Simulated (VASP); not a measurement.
VASP input:

### POSCAR
```
As
3.5342910
  1.0000000291  -0.5360264446  -0.0152309442
  1.0000000291   0.5360264446  -0.0152309442
  0.7261874598   0.0000000000   0.8718990950
As
2
Direct
  0.2304979450   0.2304979450   0.2304979450
  0.7695020550   0.7695020550   0.7695020550
```

File KPOINTS:
```
Regular mesh
0
Gamma
  12 12 12
```

### INCAR
```
SYSTEM  =  As
PREC  =  Accurate; ENCUT  =  480; LREAL  =  .FALSE.
LASPH  =  .TRUE.
EDIFF  =  1E-7; NELM  =  100; ALGO  =  Normal
LMAXMIX  =  4
ISMEAR  =  1; SIGMA  =  0.1
GGA  =  PS
ISIF  =  2
LWAVE  =  .FALSE.; LCHARG  =  .FALSE.
```

POTCAR, in this order: As (PBE.64 set). Program: vasp_std.

Problem. Write an equivalent input for Ansatz.

Solution. One equivalent input (not run):
Ansatz 0.2 input:
```yaml
crystal:
  lattice:
    - [3.5342911, -1.8944734, -0.0538306]
    - [3.5342911, 1.8944734, -0.0538306]
    - [2.5665578, 0.0000000, 3.0815451]
  atoms:
    - { symbol: As, position: [0.2304979, 0.2304979, 0.2304979] }
    - { symbol: As, position: [0.7695021, 0.7695021, 0.7695021] }
kpoints:
  mp_grid: { grid: [12, 12, 12] }
hamiltonian:
  xc: pbesol
  pseudopotentials: { kind: paw }
scf:
  occupations: { method: methfessel_paxton, width: 0.1 }
  max_iter: 100
output: { forces: true, stress: true, eigenvalues: true }
```
The two are equivalent in intent, not identical: each code has its own PAW files, so the cut-off isn't converted (ENCUT is set for VASP's; basis.ecutwfc is left out, and Ansatz then takes the one that its files recommend); Ansatz stops its SCF on the density residual and VASP on the energy change (EDIFF).

The compound is As in the a7 structure. It was relaxed first.
